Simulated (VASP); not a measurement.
Given:

```
CELL_PARAMETERS angstrom
      0.00000     3.22084     3.22084
      3.22084     0.00000     3.22084
      3.22084     3.22084     0.00000
ATOMIC_POSITIONS crystal
  Ag 0.00000 0.00000 0.00000
  I  0.25000 0.25000 0.25000
```

The numbers are results of PBEsol GGA with spin-orbit coupling, VASP's PBE PAW potentials (set 64) (plane waves; VASP), not measurements. Settings: 400 eV cut-off, 7×7×7 Γ-centred mesh, Gaussian smearing of 0.050 eV, potentials Ag I.

Q: Predict the energy per atom (σ→0), band gap (over mesh and band path) with the smallest direct gap where there is one.

A: 
- band gap (over mesh and band path): 0.97 eV
- smallest direct gap (over mesh and band path): 0.97 eV
- energy per atom (σ→0): -2.804 eV/atom

Only differences to runs with the same potentials and settings are physical.

The compound is AgI in the zinc blende structure, whereas wurtzite is the usual form. It was relaxed first.
